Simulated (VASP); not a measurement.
An input for Quantum ESPRESSO's pw.x (written as the equivalent of a VASP run, and not itself run):

```
&CONTROL
  calculation = 'vc-relax'
  pseudo_dir = './pseudo'
  outdir = './out'
  tprnfor = .true.
  tstress = .true.
  nstep = 40
  forc_conv_thr = 0.00078
/
&SYSTEM
  ibrav = 0
  nat = 2
  ntyp = 1
  ecutwfc = 70
  occupations = 'smearing'
  smearing = 'methfessel-paxton'
  degauss = 0.00735
  input_dft = 'pz'
/
&ELECTRONS
  conv_thr = 7.3e-08
  electron_maxstep = 100
/
&IONS
/
&CELL
/
ATOMIC_SPECIES
  Zr 91.224 Zr.upf
CELL_PARAMETERS angstrom
     1.5721524   -2.7230478    0.0000000
     1.5721524    2.7230478   -0.0000000
     0.0000000    0.0000000    5.0943216
ATOMIC_POSITIONS crystal
  Zr   0.3333330  0.6666670  0.2500000
  Zr   0.6666670  0.3333330  0.7500000
K_POINTS automatic
  13 13 7 0 0 0
```

Translate this input to VASP (INCAR, KPOINTS, POSCAR, choice of POTCAR).

Several could match; the one computed here: 
**INCAR**
```
# general
SYSTEM  = Zr
PREC    = Accurate
ENCUT   = 500
LREAL   = .FALSE.
LASPH   = .TRUE.

# electronic loop
EDIFF   = 1E-6
NELM    = 100
ALGO    = Normal
LMAXMIX = 4

# smearing
ISMEAR  = 1
SIGMA   = 0.1

# ions
IBRION  = 2
NSW     = 40
ISIF    = 3
EDIFFG  = -0.02

# output
LWAVE   = .FALSE.
LCHARG  = .FALSE.
```

**POSCAR**
```
Zr
1
    1.5721524214    -2.7230478213     0.0000000000
    1.5721524214     2.7230478213    -0.0000000000
    0.0000000000     0.0000000000     5.0943216042
Zr
2
Direct
  0.3333330000   0.6666670000   0.2500000000
  0.6666670000   0.3333330000   0.7500000000
```

### KPOINTS
```
Regular mesh
0
gamma
  13 13 7
```

POTCAR, in this order: Zr_sv (LDA.64 set). Program: vasp_std.

What does not carry over: the potentials are each code's own (VASP's PAW set, PseudoDojo norm-conserving files in pw.x), so ENCUT and ecutwfc are chosen apart and not converted; conv_thr bounds pw.x's estimated SCF error, while EDIFF bounds the energy change between steps; forc_conv_thr acts on force components and is met together with etot_conv_thr.

The compound is Zr in the hcp structure. It was relaxed first, which changed the volume by -6 %.
